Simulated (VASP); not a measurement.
An input for Ansatz (written as the equivalent of a VASP run, and not itself run):

Ansatz 0.2 input:
```yaml
crystal:
  lattice:
    - [4.5000000, 0.0000000, 0.0000000]
    - [0.0000000, 4.5000000, 0.0000000]
    - [0.0000000, 0.0000000, 3.1500000]
  atoms:
    - { symbol: Ir, position: [0.0000000, 0.0000000, 0.0000000] }
    - { symbol: Ir, position: [0.5000000, 0.5000000, 0.5000000] }
    - { symbol: O, position: [0.3080000, 0.3080000, 0.0000000] }
    - { symbol: O, position: [0.8080000, 0.1920000, 0.5000000] }
    - { symbol: O, position: [0.1920000, 0.8080000, 0.5000000] }
    - { symbol: O, position: [0.6920000, 0.6920000, 0.0000000] }
kpoints:
  mp_grid: { grid: [2, 2, 3] }
hamiltonian:
  xc: pbesol
  pseudopotentials: { kind: paw }
scf:
  occupations: { method: fermi_dirac, width: 0.05 }
  max_iter: 100
output: { forces: true, stress: true, eigenvalues: true }
```

### Question
Write the VASP files for the same calculation (PBEsol).

### Answer
This is not unique; one that fits is 
### POSCAR
```
IrO2
1
    4.5000000000     0.0000000000     0.0000000000
    0.0000000000     4.5000000000     0.0000000000
    0.0000000000     0.0000000000     3.1500000000
Ir O
2 4
Direct
  0.0000000000   0.0000000000   0.0000000000
  0.5000000000   0.5000000000   0.5000000000
  0.3080000000   0.3080000000   0.0000000000
  0.8080000000   0.1920000000   0.5000000000
  0.1920000000   0.8080000000   0.5000000000
  0.6920000000   0.6920000000   0.0000000000
```

### KPOINTS
```
Automatic mesh
0
Gamma
2 2 3
0 0 0
```

INCAR:
```
LREAL  =  .FALSE.   ! projection in real space or not
ISMEAR  =  -1
LMAXMIX  =  6
LCHARG  =  .FALSE.
ALGO  =  Normal
ENCUT  =  400   ! plane-wave cut-off (eV)
PREC  =  Accurate
EDIFF  =  1E-6   ! SCF stop (eV)
LWAVE  =  .FALSE.
LASPH  =  .TRUE.
GGA  =  PS   ! PBEsol
SIGMA  =  0.05
ISIF  =  2   ! forces and stress, cell fixed
SYSTEM  =  IrO2
NELM  =  100   ! most electronic steps
```

POTCAR, in this order: Ir O (PBE.64 set). Program: vasp_std.

Limits of the translation: each code has its own PAW files, so the cut-off isn't converted (ENCUT is set for VASP's; basis.ecutwfc is left out, and Ansatz then takes the one that its files recommend); Ansatz stops its SCF on the density residual and VASP on the energy change (EDIFF).

The structure is a typed IrO2 crystal (P4_2/mnm). The cell was not relaxed at this level. The k-mesh is coarse (spacing up to 0.70 per Å, 2π included), so the numbers may not be converged in it. The run is one of a series of settings (KPOINTS 2×2×3 Γ-centred mesh against the base run), some of them coarse on purpose.
